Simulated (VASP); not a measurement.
The system is Si2P.

```
CELL_PARAMETERS angstrom
3.90715 0.00000 0.00000
-1.95357 3.38369 0.00000
0.00000 0.00000 4.38327
ATOMIC_POSITIONS crystal
Si 0.33333 0.66667 0.73957
Si 0.66667 0.33333 0.26043
P 0.00000 0.00000 0.00000
```

The cell was built by a generator and needn't be a form met in nature.

```yaml
Program: VASP 6.6.1
Task: relaxation of cell and atoms
Functional: PBE
Potentials_or_basis: VASP PAW PBE potentials, release 64 (Si, P)
Cutoff: 520 eV
k_mesh: 6 × 6 × 5
Occupations: gaussian, width 0.15 eV
Spin: no spin polarisation
```

At the start: pressure -8.8 GPa; volume 19.32 Å³/atom.

Task: Where does the relaxation end?

Result: Over 6 steps the energy falls by 357.1 meV/atom and the volume is 15.57 Å³/atom (-19.4 %); space group P-3m1 (No. 164, to 0.05 Å).

Step by step:
```
step  energy change (eV)  largest force (eV/Å)  pressure (GPa)  volume (Å³)
   1              0.0000                1.0361           -8.79        57.95
   2             -0.4732                1.9949           -0.25        49.49
   3             -0.5192                2.2558            6.24        46.29
   4             -0.8000                1.5879            8.78        44.49
   5             -0.9050                0.7470           11.94        42.87
   6             -1.0714                0.0663            0.26        46.70
```

Final structure:
```
Si P
1.0
     3.48696    0.00000    0.00000
    -1.74348    3.01979    0.00000
     0.00000    0.00000    4.43453
Si P
2 1
Direct
  0.33333 0.66667 0.67724
  0.66667 0.33333 0.32276
  0.00000 0.00000 0.00000
```

Caveat: the volume moved by over 15 % at a fixed basis, so the end points are rough.
